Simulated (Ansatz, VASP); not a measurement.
**Ge (Germanium): VASP beside Ansatz**

One calculation is typed for both programs; each brings its own data sets and cutoff. How far apart do they land? The cell is taken from a series of VASP runs on this material, whose earlier steps may have relaxed, scaled or displaced it; both programs get it as it stands.

Main program and level: Ansatz 0.2.0; plane waves, with VASP 6.6.1 beside it; zone-centre phonons at LDA and zone-centre phonons at PBE.

**1. Starting point**

Symmetry: Fd-3m, No. 227, cubic system. The conventional cell has a = 5.658 Å, b = 5.658 Å, c = 5.658 Å, α = 90.00°, β = 90.00°, γ = 90.00°. Nearest to Ge lie 4 Ge at 2.45 Å.

**2. Ansatz: zone-centre phonons, LDA**

Ansatz runs on its default PAW (the set named soft_2) files.

Second derivatives magnify differences that forces hide, and they need a tight electronic threshold.

input.yaml

```yaml
crystal:
  lattice:
    - [0.0, 2.82891, 2.82891]
    - [2.82891, 0.0, 2.82891]
    - [2.82891, 2.82891, 0.0]
  atoms:
    - { symbol: Ge, position: [0.75, 0.75, 0.75] }
    - { symbol: Ge, position: [0.5, 0.5, 0.5] }
hamiltonian:
  xc: lda
  pseudopotentials: { kind: paw }
kpoints:
  mp_grid: { grid: [12, 12, 12] }
scf:
  occupations: { method: methfessel_paxton, width: 0.15 }
phonons:
  method: dfpt
  qpoints: [[0, 0, 0]]
```

Command:

```console
ansatz run input.yaml --threads 4 --pin off --max-ram 9216MiB --backend cpu --events-out ev --progress --plain --runs-dir out
```

Numbers of over 12 decimals in the logs are rounded to 6 here.

Log:

```text
zone centre: on kpoints.mp_grid the ground state, and the responses unless they are solved on pairs of k-points, stand on 163 of the mesh's 1728 k-points, reduced under 8 symmetry operations, with k and −k counted as one. Each operation leaves every solved displacement unchanged or reverses it
Engine: ansatz 0.2.0, x86_64-unknown-linux-gnu
Pseudopotentials: kind: paw
Pseudopotential: Ge, paw, valence charge 14, recommended cutoff 420 eV (normal), Ge.paw.azcp
Functional definition: SPW92
  exchange = slater_x
  correlation = pw_c
Crystal: 2 atoms, lattice volume = 45.278 Å³
Basis set: ecut = 420 eV, 893 PW (Γ), exchange–correlation on 64×64×64 points (8 copies of the dense FFT grid, shifted against one another)
Bands: 18, of which v1, the nominal top of the filled ones, is band 14 counted from 1 (13 counted from 0)
Symmetry: 48 space group operations
k-points: 163 of 1728 (irreducible under 8 space group operations, time reversal used)
Non-local potential: Ge, projectors of the file, l = 0: 2, l = 1: 2, l = 2: 3, l = 3: 1
PAW form: soft (Blöchl's): semilocal exchange-correlation on the pseudo side does not see the compensation charge
PAW frozen core: Ge, regenerated for the run's functional, and the local potential with it (the file was generated under x = pbe(κ = 0.804, μ = 0.219515), c = pbe(β = 0.066725))
PAW one-centre angular grid: Ge, 590 points (default); XC on 64 Gauss nodes
Initial density: superposition of atomic densities (neutral atoms: chi_scale 0, normalization atom), corrected by the library's trained network
Initial wavefunctions: pseudopotential atomic-orbital guess
Functional: x = slater, c = lda
SCF iter   1: F=—  HF=-8431.437551 eV  |F-HF|=—  |Δ(HF+E_count)|=         —  Δρ=4.96e-3  dr2=4.49e-3  ethr=1.77e-3  ⟨swp⟩=5.3  Hψ=13489  notcnv=0
preconditioner: auto → none  [insulator: Δε(μ)=0.164 eV  Ē_g=23.461 eV  σ=0.150 eV  W_gap=0.67  n_scr=14 (ndim 8)  ℏωp=29.2 eV  f_vac=0.079  D(μ)=0.08/eV (n_scr^D=0)  ε∞_Penn≈2.5]
SCF iter   2: F=—  HF=-8431.435667 eV  |F-HF|=—  |Δ(HF+E_count)|=   1.88e-3  S|Δr|=    0.00e0  Δρ=2.57e-3  dr2=1.09e-3  ethr=1.60e-5  ⟨swp⟩=1.2  Hψ=4286  notcnv=0
SCF iter   3: F=—  HF=-8431.435607 eV  |F-HF|=—  |Δ(HF+E_count)|=   5.93e-5  S|Δr|=    0.00e0  Δρ=5.59e-4  dr2=6.74e-5  ethr=3.89e-6  ⟨swp⟩=2.0  Hψ=4564  notcnv=0
SCF iter   4: F=—  HF=-8431.435513 eV  |F-HF|=—  |Δ(HF+E_count)|=   9.39e-5  S|Δr|=    0.00e0  Δρ=1.65e-4  dr2=6.50e-6  ethr=2.41e-7  ⟨swp⟩=2.0  Hψ=4948  notcnv=0
SCF iter   5: F=—  HF=-8431.435505 eV  |F-HF|=—  |Δ(HF+E_count)|=   8.04e-6  S|Δr|=    0.00e0  Δρ=1.78e-5  dr2=5.64e-8  ethr=2.32e-8  ⟨swp⟩=2.0  Hψ=5218  notcnv=0
SCF iter   6: F=—  HF=-8431.435505 eV  |F-HF|=—  |Δ(HF+E_count)|=   4.09e-7  S|Δr|=    0.00e0  Δρ=3.72e-6  dr2=2.73e-9  ethr=2.01e-10  ⟨swp⟩=2.0  Hψ=4957  notcnv=0
SCF iter   7: F=—  HF=-8431.435505 eV  |F-HF|=—  |Δ(HF+E_count)|=   2.66e-9  S|Δr|=    0.00e0  Δρ=3.71e-7  dr2=2.29e-11  ethr=9.74e-12  ⟨swp⟩=2.0  Hψ=5217  notcnv=0
SCF iter   8: F=-8431.435505 eV  HF=-8431.435505 eV  |F-HF|=1.09e-11  |Δ(HF+E_count)|=  1.27e-11  S|Δr|=    0.00e0  Δρ=1.25e-7  dr2=2.83e-12  ethr=1.00e-12  ⟨swp⟩=5.0  Hψ=10895  notcnv=0
SCF 1 converged in 8 iterations: F = -8431.435505 eV  dr2 = 2.83e-12
  greatest PAW one-centre occupation: 0.998 electrons in one spin orbital (limit 2), on the Ge atom at site 1 (counted from 0), in its partial waves of l = 2
DFPT response loops at Γ: preconditioner auto → Kerker (q_TF=auto, 2.518 Å⁻¹) (partly filled bands, converged f_vac=0.057); β = 1.00, the filter's whole step (`scf.mixing.beta` (0.50) is not read by the response loops under this deck's `scf.mixing.preconditioner`; to damp them name `kerker` or `kerker_dos`, under which they read `scf.mixing.beta`, and type it under 1.00, their step now; both keys bind the ground state too); Broyden in place of MSR1
SCF converged after 8 iterations
Stability not checked: this state was not tested for a lower state beside it, because cold or Methfessel-Paxton smearing, or corrected tetrahedra, fill the levels in a way that the test cannot read (fill_not_monotonic; see scf.lower_state_search)
Free energy (F): -8431.435505 eV
Harris-Foulkes:  -8431.435505 eV  (|F-HF|=1.09e-11)
Internal energy: -8431.435688 eV  (E = F + TS)
E sigma→0 (E₀):  -8431.435551 eV
Entropy (-TS):   0.000184 eV (0.092 meV/atom)
Fermi energy:    8.233180 eV
Step filling:    the computed levels leave a gap of 0.0000 eV = 0.0 smearing widths at the electron count; against every level under it full and every level over it empty, smearing changes F+E_penalty+E_count by +0.094 meV and its σ→0 estimate by +0.048 meV
--- Per-component energies (eV) ---
  E_band       = -309.886089
  E_kinetic    = 224.029825
  E_local      = -4951.600396  (includes V_loc(G=0)·N_el)
  E_nonlocal   = 843.124326
  E_hartree    = 2169.476667
  E_xc         = -150.592184
  E_vxc        = -130.493327  (∫ρ·V_xc dr)
  E_paw        = -3882.556538  (= ΣΔE_a)
  E_vpaw       = -633.900657  (= ΣTr[D̂ρ^β])
  E_aug_tail   = 0.000667  (compensation charges beyond the density's cutoff)
  E_ewald      = -2687.134708
  E_core_change = 3.816652  (= ΣΔE_core)
  E_smearing   = 0.000184  (= −TS)
  E_closure    = 0.000000  (closes the sum)
  Σ components = -8431.435505   (vs F -8431.435505, Δ=0.00e0)
--- Band table (eV; the first three rows and the last of 163) ---
  k-point 0: bands = [... 10 lower, -4.5577, 8.0698, 8.2599, 8.2599, 8.2599, 10.7874, 10.7874, 10.7874]
  k-point 1: bands = [... 10 lower, -4.4729, 6.6375, 8.0929, 8.0929, 9.1003, 11.0097, 11.0097, 11.1562]
  k-point 2: bands = [... 10 lower, -4.2218, 5.0222, 7.7381, 7.7381, 9.0917, 11.4765, 11.4765, 12.3184]
  k-point 162: bands = [... 10 lower, -0.5842, -0.5842, 4.3442, 4.3442, 12.4980, 12.4980, 12.9083, 12.9083]
--- Phonons (Γ-DFPT): 1 representative perturbation + reference, on 163 of 1728 k-points (Σ response iterations 3) ---
  k mesh reduced under 8 symmetry operations, with k and −k counted as one. Each operation leaves every solved displacement unchanged or reverses it
  ASR residual: 3.373e-5 → 0.000e0 eV/Å²; symmetrization residual: 1.336e-12 eV/Å²
  ASR residual per site (eV/Å²): 3.37e-5 3.37e-5
  Γ frequencies (cm⁻¹): 0.00 0.00 0.00 280.42 280.42 280.42
  non-analytic LO–TO correction: not included (Born effective charges unavailable; polar crystals: no LO–TO splitting at Γ)
--- Phonons (arbitrary-q DFPT): 1 explicit q-point ---
  q = [0, 0, 0] (of the zone-centre solve; hermiticity 6.75e-14, symmetrization 1.27e-13): 0.00 0.00 0.00 280.42 280.42 280.42
  sum rule: each row above includes the acoustic sum rule's correction from the zone centre's row sums; it moved no ω² by more than (0.36 cm⁻¹)²
```

It took 3.7 s on 4 threads of AMD EPYC 9R45 (Zen 5), shared host; peak memory 0.75 GiB.

**3. VASP: zone-centre phonons, LDA**

The same cell, functional (in two slightly different forms), mesh and smearing now go to VASP, with its own data sets and cutoff.

Lines of VASP's logs that name or quote its potential files are left out, and so is its time.

INCAR

```
SYSTEM = Ge
PREC = Accurate
ENCUT = 450
EDIFF = 1E-08
NELM = 100
ISMEAR = 1
SIGMA = 0.15
LREAL = .FALSE.
ALGO = Normal
GGA = CA
NBANDS = 20
LORBIT = 11
LWAVE = .FALSE.
LCHARG = .FALSE.
KPAR = 2
IBRION = 8
ISIF = 2
```

POSCAR

```
Ge
1.0
    0.0000000000      2.8289100000      2.8289100000
    2.8289100000      0.0000000000      2.8289100000
    2.8289100000      2.8289100000      0.0000000000
Ge
2
Direct
    0.7500000000      0.7500000000      0.7500000000
    0.5000000000      0.5000000000      0.5000000000
```

KPOINTS

```
Automatic mesh
0
Gamma
12 12 12
0 0 0
```

Potentials, in the order of the species: Ge_d (LDA family, release 64).

Command:

```console
mpirun -np 2 vasp_std
```

Log:

```text
[banner, memory and clock lines left out]
running    2 mpi-ranks, on    1 nodes
 distrk:  each k-point on    1 cores,    2 groups
 distr:  one band on    1 cores,    1 groups

 POSCAR found type information on POSCAR Ge
 POSCAR found :  1 types and       2 ions
 LDA part: xc-table for (Slater(with rela. corr.)+CA(PZ))
 , standard interpolation
 POSCAR, INCAR and KPOINTS ok, starting setup
 FFT: planning ... GRIDC
 FFT: planning ... GRID_SOFT
 FFT: planning ... GRID
 WAVECAR not read
 entering main loop
       N       E                     dE             d eps       ncg     rms          rms(c)
DAV:   1     0.176720636306E+03    0.17672E+03   -0.13921E+04  3076   0.349E+03
DAV:   2     0.139458639228E+02   -0.16277E+03   -0.15821E+03  2880   0.549E+02
DAV:   3    -0.983469454966E+01   -0.23781E+02   -0.23609E+02  3280   0.140E+02
DAV:   4    -0.105497518995E+02   -0.71506E+00   -0.71464E+00  3172   0.284E+01
DAV:   5    -0.105611675457E+02   -0.11416E-01   -0.11415E-01  3248   0.391E+00    0.328E+00
DAV:   6    -0.104451457367E+02    0.11602E+00   -0.37087E-02  3124   0.171E+00    0.188E+00
DAV:   7    -0.103866946405E+02    0.58451E-01   -0.75503E-02  2976   0.207E+00    0.139E-01
DAV:   8    -0.103873592281E+02   -0.66459E-03   -0.54416E-03  3252   0.851E-01    0.489E-02
DAV:   9    -0.103874059151E+02   -0.46687E-04   -0.84932E-05  3188   0.933E-02    0.131E-02
DAV:  10    -0.103874025239E+02    0.33912E-05   -0.88684E-06  3876   0.425E-02    0.414E-03
DAV:  11    -0.103874025293E+02   -0.53669E-08   -0.87993E-07  3068   0.831E-03    0.166E-03
DAV:  12    -0.103874025225E+02    0.67303E-08   -0.79453E-08  3916   0.371E-03
   1 F= -.10387403E+02 E0= -.10387481E+02  d E =0.236400E-03
 Linear response reoptimize wavefunctions to high precision
DAV:   1    -0.103874025218E+02    0.72305E-09   -0.36825E-09  2616   0.506E-04
DAV:   2    -0.103874025218E+02    0.20009E-10   -0.16355E-10  1828   0.148E-04
 Linear response DOF=           1
 Linear response progress:
  Degree of freedom:   1/  1
       N       E                     dE             d eps       ncg     rms          rms(c)
RMM:   1    -0.188191165135E+00   -0.18819E+00    0.83743E+00 13682   0.442E+01
RMM:   2    -0.195662005990E+00   -0.74708E-02   -0.13340E-02 18173   0.108E+00    0.743E-02
RMM:   3    -0.195714552117E+00   -0.52546E-04   -0.92319E-04 19156   0.315E-01    0.426E-02
RMM:   4    -0.195661768714E+00    0.52783E-04   -0.51306E-05 20342   0.793E-02    0.459E-03
RMM:   5    -0.195668688690E+00   -0.69200E-05   -0.99705E-06 19717   0.186E-02    0.227E-03
RMM:   6    -0.195677868295E+00   -0.91796E-05   -0.26698E-07 19862   0.495E-03    0.310E-04
RMM:   7    -0.195677146177E+00    0.72212E-06   -0.26060E-07 20562   0.163E-03    0.192E-04
RMM:   8    -0.195676570603E+00    0.57557E-06    0.18834E-08 20766   0.577E-04    0.369E-05
RMM:   9    -0.195676487874E+00    0.82729E-07   -0.98108E-08 20882   0.250E-04    0.158E-05
RMM:  10    -0.195676582908E+00   -0.95033E-07    0.28513E-08 20985   0.114E-04    0.543E-06
RMM:  11    -0.195676593938E+00   -0.11030E-07    0.14613E-08 21319   0.612E-05    0.243E-06
RMM:  12    -0.195676515219E+00    0.78719E-07    0.13361E-08 21141   0.376E-05    0.153E-06
RMM:  13    -0.195676587951E+00   -0.72732E-07    0.19190E-08 20462   0.277E-05    0.129E-07
RMM:  14    -0.195676607539E+00   -0.19589E-07   -0.93094E-09 16678   0.221E-05    0.127E-07
RMM:  15    -0.195676570548E+00    0.36991E-07   -0.79574E-09 14688   0.196E-05    0.140E-07
RMM:  16    -0.195676596251E+00   -0.25702E-07   -0.60232E-09 14219   0.182E-05    0.118E-07
 first order change of Fermi-energy   0.90546E-04
 force on displaced ion       1 direction 1 : -10.594   0.000   0.000
 Linear response finished
```

OUTCAR, selected parts (step 3):

```text
ion  position               nearest neighbor table
   1  0.750  0.750  0.750-   2 2.45   2 2.45   2 2.45   2 2.45
   2  0.500  0.500  0.500-   1 2.45   1 2.45   1 2.45   1 2.45

  LATTYP: Found a face centered cubic cell.
 ALAT       =     5.6578200000

 Subroutine GETGRP returns: Found 48 space group operations
 (whereof 24 operations were pure point group operations)

The static configuration has the point symmetry T_d .
 The point group associated with its full space group is O_h .

 Found     72 irreducible k-points:

   k-points           NKPTS =     72   k-points in BZ     NKDIM =     72   number of bands    NBANDS=     20

   dimension x,y,z NGX =    28 NGY =   28 NGZ =   28
   dimension x,y,z NGXF=    56 NGYF=   56 NGZF=   56

   ENCUT  =  450.0 eV  33.07 Ry    5.75 a.u.   6.92  6.92  6.92*2*pi/ulx,y,z

   NELECT =      28.0000    total number of electrons

 k-points in reciprocal lattice and weights: Automatic mesh
   0.00000000  0.00000000  0.00000000       0.001
   0.08333333  0.00000000  0.00000000       0.005
   0.16666667  0.00000000  0.00000000       0.005
   0.25000000  0.00000000  0.00000000       0.005
   0.33333333  0.00000000  0.00000000       0.005
   0.41666667  0.00000000  0.00000000       0.005
   0.50000000  0.00000000  0.00000000       0.002
   0.08333333  0.08333333  0.00000000       0.003
   0.16666667  0.08333333  0.00000000       0.014
[...]
-0.33333333  0.50000000  0.16666667       0.007
  -0.25000000  0.50000000  0.25000000       0.003

 average (electrostatic) potential at core
       1 -75.4078       2 -75.4078

  Total       -0.4213582     -0.4213582     -0.4213582      0.0000000     -0.0000000     -0.0000000
  in kB      -14.9098956    -14.9098956    -14.9098956      0.0000000     -0.0000000     -0.0000000
  external PRESSURE =     -14.9098956 kB  Pullay stress =       0.0000000 kB

  energy-cutoff  :      450.00
  volume of cell :       45.28
      direct lattice vectors                 reciprocal lattice vectors
     0.000000000  2.828910000  2.828910000    -0.176746521  0.176746521  0.176746521
     2.828910000  0.000000000  2.828910000     0.176746521 -0.176746521  0.176746521
     2.828910000  2.828910000  0.000000000     0.176746521  0.176746521 -0.176746521

 POSITION                                       TOTAL-FORCE (eV/Angst)
 -----------------------------------------------------------------------------------
      4.24336      4.24336      4.24336        -0.000000     -0.000000     -0.000000
      2.82891      2.82891      2.82891         0.000000      0.000000      0.000000
 -----------------------------------------------------------------------------------
    total drift:                                0.000000      0.000000      0.000000

 Eigenvectors and eigenvalues of the dynamical matrix
 ----------------------------------------------------

   1 f  =    8.444932 THz    53.061071 2PiTHz  281.692603 cm-1    34.925416 meV
             X         Y         Z           dx          dy          dz
      4.243365  4.243365  4.243365     0.000000   -0.707107    0.000000
      2.828910  2.828910  2.828910     0.000000    0.707107    0.000000

   2 f  =    8.444932 THz    53.061071 2PiTHz  281.692603 cm-1    34.925416 meV
             X         Y         Z           dx          dy          dz
      4.243365  4.243365  4.243365    -0.707107    0.000000    0.000000
      2.828910  2.828910  2.828910     0.707107    0.000000    0.000000

   3 f  =    8.444932 THz    53.061071 2PiTHz  281.692603 cm-1    34.925416 meV
             X         Y         Z           dx          dy          dz
      4.243365  4.243365  4.243365     0.000000    0.000000   -0.707107
      2.828910  2.828910  2.828910     0.000000    0.000000    0.707107

   4 f  =    0.000000 THz     0.000000 2PiTHz    0.000000 cm-1     0.000000 meV
             X         Y         Z           dx          dy          dz
      4.243365  4.243365  4.243365     0.707107    0.000000    0.000000
      2.828910  2.828910  2.828910     0.707107    0.000000    0.000000

   5 f  =    0.000000 THz     0.000000 2PiTHz    0.000000 cm-1     0.000000 meV
             X         Y         Z           dx          dy          dz
      4.243365  4.243365  4.243365     0.000000    0.707107    0.000000
      2.828910  2.828910  2.828910     0.000000    0.707107    0.000000

   6 f  =    0.000000 THz     0.000000 2PiTHz    0.000000 cm-1     0.000000 meV
             X         Y         Z           dx          dy          dz
      4.243365  4.243365  4.243365     0.000000    0.000000    0.707107
      2.828910  2.828910  2.828910     0.000000    0.000000    0.707107

 ELASTIC MODULI CONTR FROM IONIC RELAXATION (kBar)
 Direction    XX          YY          ZZ          XY          YZ          ZX
 --------------------------------------------------------------------------------
 XX          -0.0000     -0.0000     -0.0000     -0.0000      0.0000     -0.0000
 YY          -0.0000     -0.0000     -0.0000     -0.0000     -0.0000      0.0000
 ZZ          -0.0000     -0.0000     -0.0000      0.0000     -0.0000     -0.0000
 XY          -0.0000     -0.0000      0.0000   -199.5994      0.0000      0.0000
 YZ           0.0000     -0.0000     -0.0000      0.0000   -199.5994      0.0000
 ZX          -0.0000      0.0000     -0.0000      0.0000      0.0000   -199.5994
 --------------------------------------------------------------------------------
```

**4. Differences**

Known differences besides the potentials themselves: the two LDA forms differ slightly; the cutoff is 420 eV in Ansatz and 450 eV in VASP; VASP's log shows a relativistic correction to its local exchange, Ansatz's none. Total energies have different zeros and are not compared.

Both answers:

| quantity | Ansatz | VASP | difference |
| --- | --- | --- | --- |
| optical mode 1 to 3 (cm⁻¹) | 280.4 | 281.7 | -0.45 % |

Modes are paired by rising frequency and degeneracy, not by their patterns, so a pair may still set unlike modes beside each other.

(Part 1 of 2 ends here.)

[Lines on the potential files, build, host, timing and source positions are cut from VASP's logs without a mark.]

[Logs are printed without paths, hosts, clocks, repeated set-up lines and the standing remarks that a program may print on its own settings, such as how far it seeks lower states.]

[Hosts, paths, dates, database ids (printed as entryN), source tags and the programs' standing remarks are cut or masked in the printed files.]
